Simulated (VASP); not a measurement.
Consider the following.

```
CELL_PARAMETERS angstrom
      0.00000     3.02147     3.02147
      3.02147     0.00000     3.02147
      3.02147     3.02147     0.00000
ATOMIC_POSITIONS crystal
  Pb 0.00000 0.00000 0.00000
  Se 0.50000 0.50000 0.50000
```

Computed with LDA (Ceperley-Alder, Perdew-Zunger) with spin-orbit coupling, VASP's LDA PAW potentials (set 64) (plane waves; VASP). Settings: 400 eV cut-off, 7×7×7 Γ-centred mesh, Gaussian smearing of 0.050 eV, potentials Pb_d Se.

Give the energies of bands 13 to 26 at the high-symmetry points, in eV from the valence-band maximum.

```
band      Γ      X      U      L      W
----  -----  -----  -----  -----  -----
13    -5.98  -7.14  -7.89  -8.73  -7.86
14    -5.98  -7.14  -7.89  -8.73  -7.86
15    -2.23  -5.09  -4.66  -1.44  -4.40
16    -2.23  -5.09  -4.66  -1.44  -4.40
17    -1.57  -3.46  -2.78  -1.21  -4.19
18    -1.57  -3.46  -2.78  -1.21  -4.19
19    -1.57  -2.98  -2.21   0.00  -0.56
20    -1.57  -2.98  -2.21   0.00  -0.56
21     3.50   3.78   3.33   0.35   1.91
22     3.50   3.78   3.33   0.35   1.91
23     5.71   5.05   4.38   1.52   5.14
24     5.71   5.05   4.38   1.52   5.14
25     5.71   6.53   5.71   2.37   5.23
26     5.71   6.53   5.71   2.37   5.23
```

The gap is direct, 0.35 eV, from the valence maximum at L to the conduction minimum at L.

The compound is PbSe in the rock salt structure. It was relaxed first.
